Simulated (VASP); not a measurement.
A cell of Ag (fcc) near equilibrium:

```xyz
1
Lattice="0.0000 2.0227 2.0227 2.0227 0.0000 2.0227 2.0227 2.0227 0.0000" Properties=species:S:1:pos:R:3 pbc="T T T"
Ag     4.0455     4.0455     4.0455
```

Computed with PBEsol GGA, VASP's PBE PAW potentials (set 64) (plane waves; VASP).

```csv
run,ΔE (meV/atom),σxx,σyy,σzz,"largest shear component, with its sign (GPa)",largest force (eV/Å)
as it is,0.0,0.51,0.51,0.51,0.00,0.000
after one change,2.3,2.44,2.44,2.44,0.00,0.000
```
Stress is in GPa, positive when the cell is compressed.

Q: Which change was made?
A. biaxial strain of -1.5 % in the xy plane
B. biaxial strain of +0.5 % in the xy plane
C. uniaxial strain of -1.5 % along y
D. isotropic strain of -0.5 %

A: D, isotropic strain of -0.5 %

The compound is Ag in the fcc structure.
